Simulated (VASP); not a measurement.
Here is a VASP 6.6.1 calculation.

Contents of POSCAR:

```
Hf5Pb
1.0
    3.1866363800      0.0000000000      0.0000000000
    0.0000000000      3.1866363800      0.0000000000
    0.0000000000      0.0000000000     13.4984895500
Hf Pb
5 1
Direct
    0.5000000000      0.5000000000      0.3344822800
    0.5000000000      0.5000000000      0.6655177200
    0.0000000000      0.0000000000      0.1759868000
    0.0000000000      0.0000000000      0.8240132000
    0.0000000000      0.0000000000      0.5000000000
    0.5000000000      0.5000000000      0.0000000000
```

File INCAR.step1:

```
SYSTEM = Hf5Pb
ALGO = Normal
EDIFF = 1E-4
ENCUT = 520
GGA = PE
ISMEAR = 0
LASPH = .TRUE.
LCHARG = .FALSE.
LREAL = .FALSE.
LWAVE = .TRUE.
NBANDS = 41
NELM = 100
PREC = Accurate
SIGMA = 0.1
```

Contents of INCAR.step2:

```
SYSTEM = Hf5Pb
ALGO = Normal
EDIFF = 1E-6
ENCUT = 520
ISIF = 2
ISMEAR = 0
ISTART = 1
LASPH = .TRUE.
LCHARG = .FALSE.
LMIXTAU = .TRUE.
LREAL = .FALSE.
LWAVE = .FALSE.
METAGGA = R2SCAN
NBANDS = 41
NELM = 100
PREC = Accurate
SIGMA = 0.1
```

KPOINTS

```
k-points
0
G
  6 6 2
  0 0 0
```

Potentials or basis: VASP PAW PBE potentials, release 64 (Hf_pv, Pb_d).

Run with:

```sh
$ cat potpaw_PBE.64/Hf_pv/POTCAR potpaw_PBE.64/Pb_d/POTCAR > POTCAR
$ cp INCAR.step1 INCAR
$ mpirun -np 1 vasp_std > vasp.out
$ cp INCAR.step2 INCAR
$ mpirun -np 1 vasp_std > vasp.out
```

Q: Estimate the largest force.

A: 0.082 eV/Å.

Q: What does it give for the pressure?

A: 0.3 GPa.

Stress tensor (GPa, compression positive):
```
0.06 0.00 0.00
0.00 0.06 0.00
0.00 0.00 0.89
```

Caveat: the PAW data sets were made with another functional, which shifts forces and pressure a little. The run has no spin-orbit coupling, so splittings on Hf, Pb are missing.
